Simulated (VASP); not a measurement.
Write the native input for VASP 6.6.1 that does the following.

```yaml
Task: relaxation of cell and atoms
Functional: PBE
Potentials_or_basis: VASP PAW PBE potentials, release 64 (Be, B, As)
Cutoff: 600 eV
k_mesh: 4 × 4 × 2
Occupations: gaussian, width 0.1 eV
Spin: no spin polarisation
Dipole_correction: no
Further_INCAR_settings: ALGO = Fast; EDIFF = 1e-06; IBRION = 2; EDIFFG = -0.04; NSW = 90; ISIF = 3
```

The structure of Be3BAs3 lies in POSCAR:

```
Be3BAs3
1.0
    3.7944575700      0.0000000000      0.0000000000
    0.0000000000      3.7944575700      0.0000000000
    0.0000000000      0.0000000000      8.1335265600
Be B As
3 1 3
Direct
    0.5000000000      0.5000000000      0.7033066800
    0.5000000000      0.5000000000      0.2966933200
    0.0000000000      0.0000000000      0.0000000000
    0.5000000000      0.5000000000      0.0000000000
    0.0000000000      0.5000000000      0.0000000000
    0.5000000000      0.0000000000      0.0000000000
    0.5000000000      0.5000000000      0.5000000000
```

The cell was built by a generator and needn't be a form met in nature.

The cell isn't the ideal one: random cell by space group and Wyckoff sites (P4/mmm, No. 123).

These files were run (other wordings do the same):

INCAR

```
  ALGO = Fast
  EDIFF = 1E-6
  EDIFFG = -0.04
  ENCUT = 600
  GGA = PE
  IBRION = 2
  ISIF = 3
  ISMEAR = 0
  LASPH = True
  LCHARG = False
  LREAL = False
  LWAVE = False
  NELM = 60
  NSW = 90
  PREC = Accurate
  SIGMA = 0.1
```

KPOINTS

```
k-points
0
Gamma
  4 4 2
```

Potentials or basis: VASP PAW PBE potentials, release 64 (Be, B, As).

Launch:

```console
$ cat potpaw_PBE.64/Be/POTCAR potpaw_PBE.64/B/POTCAR potpaw_PBE.64/As/POTCAR > POTCAR
$ mpirun -np 1 vasp_std > vasp.out
```

Results of the run:

```
Relaxed volume                         : 22.78 Å³/atom
Relaxed cell                           : a = 4.566 Å, b = 4.566 Å, c = 7.648 Å, α = 90.00°, β = 90.00°, γ = 90.00°
Space group after relaxing (to 0.05 Å) : P4/mmm (No. 123)
Energy gained by relaxing              : 1609.3 meV/atom
Ionic steps                            : 11
Pressure after relaxing                : 0.0 GPa
Band gap on the k mesh                 : none (metal or under the smearing width)
```

Caveat: the k mesh is coarse (spacing up to 0.41 Å⁻¹), so the values aren't converged; the volume moved by over 15 % at a fixed basis, so the end points are rough.

It took 2.5 min on 1 thread of Intel(R) Xeon(R) 6975P-C (Granite Rapids), on a shared host, peak memory 0.26 GiB.
